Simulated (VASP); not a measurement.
Data:

```
Ge
1.0
    0.00000     2.82600     2.82600
    2.82600     0.00000     2.82600
    2.82600     2.82600     0.00000
Ge
2
Direct
  0.00000   0.00000   0.00000
  0.25000   0.25000   0.25000
```

Method: r2SCAN+rVV10, VASP's PBE PAW potentials (set 64) (plane waves; VASP). Settings: 520 eV cut-off, 9×9×9 Γ-centred mesh, tetrahedra with Blöchl corrections, potentials Ge_d.

### Question
Estimate the energy per atom (σ→0), band gap (over mesh and band path) with the smallest direct gap where there is one.

### Answer

```json
{
  "band gap (over mesh and band path)": "0.43 eV",
  "smallest direct gap (over mesh and band path)": "0.44 eV",
  "energy per atom (σ→0)": "-13.455 eV/atom"
}
```

Only differences to runs with the same potentials and settings are physical.

The compound is Ge in the diamond structure. It was relaxed first.
